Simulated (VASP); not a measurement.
All values below come from PBEsol GGA, VASP's PBE PAW potentials (set 64) (plane waves; VASP 6.6.1).

VASP ran on this input.

File POSCAR:
```
HgTe
1
    4.0393726147     0.0000000000    -0.0000000000
   -2.0196863073     3.4981994487     0.0000000000
    0.0000000000     0.0000000000     7.2415694483
Hg Te
2 2
Direct
  0.0000000000   0.0000000000   1.0000000000
  0.0000000000   0.0000000000   0.5000000000
  0.3333330000   0.6666670000   0.2500000000
  0.6666670000   0.3333330000   0.7500000000
```

### INCAR
```
ISMEAR  =  1
LREAL  =  .False.   # projection in real space or not
LCHARG  =  .False.
NELM  =  100
EDIFFG  =  -0.02
SIGMA  =  0.1
PREC  =  Accurate
GGA  =  PS
ISIF  =  3
PSTRESS  =  50   # kbar
ALGO  =  Normal   # blocked Davidson
LASPH  =  .True.
EDIFF  =  1E-6   # SCF stop (eV)
LMAXMIX  =  6   # l cut-off of mixed one-centre charges
LWAVE  =  .False.
NSW  =  40   # most ionic steps
IBRION  =  2   # conjugate gradients
SYSTEM  =  HgTe
ENCUT  =  500   # plane-wave cut-off (eV)
```

**KPOINTS**
```
K-points
0
Gamma
 9 9 5
0 0 0
```

POTCAR, in this order: Hg Te (PBE.64 set). Program: vasp_std.

Q: What will the output report for the number of irreducible k-points (NKPTS), largest plane-wave count, number of space-group operations, FFT grid (NGX, NGY, NGZ)?

A: 
```json
{
  "number of irreducible k-points (NKPTS)": "36",
  "largest_plane_wave_count": "2630",
  "number_of_space_group_operations": "24",
  "FFT grid (NGX, NGY, NGZ)": "30 × 30 × 54"
}
```

The structure was generated: HgTe was put into the NiAs type type (P6_3/mmc), which need not be its known phase. This run relaxes it under an external pressure of 5 GPa. Symmetry was kept, so distortions that lower it aren't found.
